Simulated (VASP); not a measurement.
Here is the system:

```yaml
crystal:
  lattice:
    - [3.04596, 0.00000, 0.00000]
    - [0.00000, 3.04596, 0.00000]
    - [0.00000, 0.00000, 4.29209]
  atoms:
    - { symbol: Ti, position: [0.50000, 0.50000, 0.50000] }
    - { symbol: Ta, position: [0.00000, 0.00000, 0.00000] }
    - { symbol: N, position: [0.00000, 0.00000, 0.50000] }
    - { symbol: N, position: [0.50000, 0.50000, 0.00000] }
```

Computed with PBEsol GGA, VASP's PBE PAW potentials (set 64) (plane waves; VASP). Run with 520 eV cut-off, Gaussian smearing of 0.050 eV, potentials Ti_sv Ta_pv N.

Task: Give the energies of bands 10 to 19 at the high-symmetry points, in eV from the Fermi level.

Result: 
| band | Γ | X | M | Z | R | A |
|---|---|---|---|---|---|---|
| 10 | -6.29 | -9.09 | -6.30 | -7.67 | -9.85 | -6.92 |
| 11 | -4.71 | -7.31 | -6.30 | -6.86 | -9.20 | -6.54 |
| 12 | -4.09 | -7.18 | -4.41 | -4.27 | -7.39 | -6.54 |
| 13 | -4.09 | -6.58 | -4.41 | -4.27 | -7.24 | -6.23 |
| 14 | -2.97 | -5.52 | -4.32 | -4.13 | -6.01 | -5.98 |
| 15 | -2.94 | -5.29 | -4.00 | -4.13 | -6.00 | -5.98 |
| 16 | -2.94 | 0.59 | -4.00 | -4.09 | 1.43 | 0.36 |
| 17 | -1.33 | 0.94 | -3.64 | -2.24 | 1.58 | 0.36 |
| 18 | -1.33 | 1.07 | 1.53 | 0.86 | 1.64 | 0.66 |
| 19 | -1.15 | 1.46 | 1.98 | 1.38 | 2.42 | 0.66 |

It has no gap at this level: it comes out as a metal or semimetal.

The structure comes from a computed database's TaTiN2 entry (P4/mmm); how it stands against other phases isn't given here. It was relaxed first. The electron count is odd and the run is not spin-polarised, which forces a metal.
